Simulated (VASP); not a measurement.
VASP input:

POSCAR:
```
Pd
1.0
  0.0000000000   1.9450000000   1.9450000000
  1.9450000000   0.0000000000   1.9450000000
  1.9450000000   1.9450000000   0.0000000000
Pd
1
Direct
  0.0000000000   0.0000000000   0.0000000000
```

**INCAR**
```
SYSTEM = Pd
PREC = Accurate
ENCUT = 400
EDIFF = 1E-6
NELM = 100
ALGO = Normal
LREAL = .FALSE.
LASPH = .TRUE.
ISMEAR = 1
SIGMA = 0.1
GGA = PE
LMAXMIX = 4
LWAVE = .FALSE.
LCHARG = .FALSE.
ISIF = 2
LSORBIT = .TRUE.
MAGMOM = 0 0 0
GGA_COMPAT = .FALSE.
```

**KPOINTS**
```
Automatic mesh
0
Gamma
14 14 14
0 0 0
```

POTCAR, in this order: Pd (PBE.64 set). Program: vasp_ncl.

Task: Translate this PBE+SOC calculation to Ansatz.

Result: One equivalent input (not run):
Ansatz 0.2 input:
```yaml
crystal:
  lattice:
    - [0.0000000, 1.9450000, 1.9450000]
    - [1.9450000, 0.0000000, 1.9450000]
    - [1.9450000, 1.9450000, 0.0000000]
  atoms:
    - { symbol: Pd, position: [0.0000000, 0.0000000, 0.0000000] }
kpoints:
  mp_grid: { grid: [14, 14, 14] }
hamiltonian:
  xc: pbe
  pseudopotentials: { kind: paw }
magnetization: { noncollinear: true, spin_orbit: true }
scf:
  occupations: { method: methfessel_paxton, width: 0.1 }
  max_iter: 100
output: { forces: true, stress: true, eigenvalues: true }
```
What does not carry over: each code has its own PAW files, so the cut-off isn't converted (ENCUT is set for VASP's; basis.ecutwfc is left out, and Ansatz then takes the one that its files recommend); Ansatz stops its SCF on the density residual and VASP on the energy change (EDIFF).

The compound is Pd in the fcc structure. The cell was not relaxed at this level. The run is one of a series of settings (GGA_COMPAT = .FALSE., LSORBIT = .TRUE., MAGMOM = 0 0 0, program vasp_ncl against the base run), some of them coarse on purpose.
